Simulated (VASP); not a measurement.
Data:

```
CELL_PARAMETERS angstrom
      0.00000     2.13156     2.13156
      2.13156     0.00000     2.13156
      2.13156     2.13156     0.00000
ATOMIC_POSITIONS crystal
  Si 0.00000 0.00000 0.00000
  C  0.25000 0.25000 0.25000
```

All values below come from PBE GGA, VASP's PBE PAW potentials (set 64) (plane waves; VASP 6.6.1). Settings: 620 eV cut-off, 11×11×11 Γ-centred mesh, Gaussian smearing of 0.050 eV, potentials Si C.

Estimate the energy per atom (σ→0), pressure.

| Quantity | Result |
|---|---|
| energy per atom (σ→0) | -7.484 eV/atom |
| pressure | 19.88 GPa |

Total energies compare only between runs with the same potentials, cut-off and functional.

The compound is SiC in the zinc blende structure. It was relaxed first under an external pressure of 20 GPa.
